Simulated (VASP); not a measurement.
A run of VASP 6.6.1:

Contents of INCAR:

```
ALGO = Fast
EDIFF = 1E-6
ENCUT = 520
GGA = PS
ISIF = 2
ISMEAR = 1
KPAR = 4
LASPH = T
LCHARG = F
LMAXMIX = 4
LREAL = F
LWAVE = F
NBANDS = 33
NELM = 80
PREC = Accurate
SIGMA = 0.1
```

KPOINTS

```
k-points
0
Gamma
  12 12 8
```

Contents of POSCAR:

```
P2W                                     
1.0
    1.5761567444     -5.5677125937      0.0000000000
    1.5761567444      5.5677125937      0.0000000000
    0.0000000000      0.0000000000      4.9560510856
  P               W             
     4     2
Direct
     0.5701372618226079    0.4298627381773922    0.1171639430585423
     0.4298627381773922    0.5701372618226079    0.6171639430585423
     0.7029190471508829    0.2970809528491171    0.7995064758495034
     0.2970809528491171    0.7029190471508829    0.2995064758495035
     0.9069092116710595    0.0930907883289404    0.0003295810919559
     0.0930907883289404    0.9069092116710595    0.5003295810919559
```

Contents of KPOINTS_OPT:

```
explicit points
258
Reciprocal
 0.0000000000  0.0000000000  0.0000000000 1
 0.0192933311  0.0192933311  0.0000000000 1
 0.0385866621  0.0385866621  0.0000000000 1
 0.0578799932  0.0578799932  0.0000000000 1
 0.0771733242  0.0771733242  0.0000000000 1
 0.0964666553  0.0964666553  0.0000000000 1
[... 250 lines left out ...]
-0.5000000000  0.5000000000  0.5277028300 1
-0.5000000000  0.5000000000  0.4722971700 1
```

Potentials or basis: VASP PAW PBE potentials, release 64 (P, W_sv).

Launch:

```console
$ cat potpaw_PBE.64/P/POTCAR potpaw_PBE.64/W_sv/POTCAR > POTCAR
$ mpirun -np 4 vasp_std > vasp.out
```

Hardware: 4 MPI ranks on Intel(R) Xeon(R) Platinum 8488C (Sapphire Rapids), on a shared host.

How long does it take, and how much memory?

Run time: 6.6 min on 4 MPI ranks on Intel(R) Xeon(R) Platinum 8488C (Sapphire Rapids), with other jobs on the host, peak memory 0.91 GiB a rank. Counts: scf iterations 34, k points 215.
